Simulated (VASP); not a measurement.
Input:

```yaml
crystal:
  lattice:
    - [3.73582, 0.00000, 0.00000]
    - [-1.86791, 3.23531, 0.00000]
    - [0.00000, 0.00000, 5.57462]
  atoms:
    - { symbol: Pt, position: [0.00000, 0.00000, 0.00000] }
    - { symbol: Pt, position: [0.00000, 0.00000, 0.50000] }
    - { symbol: S, position: [0.33333, 0.66667, 0.25000] }
    - { symbol: S, position: [0.66667, 0.33333, 0.75000] }
```

Computed with PBE GGA, VASP's PBE PAW potentials (set 64) (plane waves; VASP 6.6.1). Numerical set-up: 400 eV cut-off, 11×11×6 Γ-centred mesh, tetrahedra with Blöchl corrections, potentials Pt S.

Unless said otherwise, spin-orbit coupling is left out, though it shifts the bands of the heavy elements here.

Estimate the energy per atom (σ→0), band gap (on the k-mesh) with the smallest direct gap where there is one.

```
Property                                                     Value
------------------------  ----------------------------------------
band gap (on the k-mesh)  none (metal, semimetal or under 0.01 eV)
energy per atom (σ→0)                               -5.030 eV/atom
```

Only differences to runs with the same potentials and settings are physical.

The structure was generated: PtS was put into the NiAs type type (P6_3/mmc), which need not be its known phase. It was relaxed first.
